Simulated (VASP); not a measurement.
Data:

```
CELL_PARAMETERS angstrom
      1.36495    -2.36416     0.00000
      1.36495     2.36416     0.00000
      0.00000     0.00000     4.38278
ATOMIC_POSITIONS crystal
  Tc 0.33333 0.66667 0.25000
  Tc 0.66667 0.33333 0.75000
```

All values below come from r2SCAN+rVV10, VASP's PBE PAW potentials (set 64) (plane waves; VASP 6.6.1). Settings: 520 eV cut-off, 17×17×9 Γ-centred mesh, tetrahedra with Blöchl corrections, potentials Tc_pv.

Problem. What does the run give for the energy per atom (σ→0), band gap (over mesh and band path) with the smallest direct gap where there is one?

Solution. 
```
Item                                                                  Result
----------------------------------  ----------------------------------------
band gap (over mesh and band path)  none (metal, semimetal or under 0.01 eV)
energy per atom (σ→0)                                        -25.765 eV/atom
```

The absolute energy has meaning only against runs of the same code, potentials and settings.

The compound is Tc in the hcp structure. It was relaxed first.
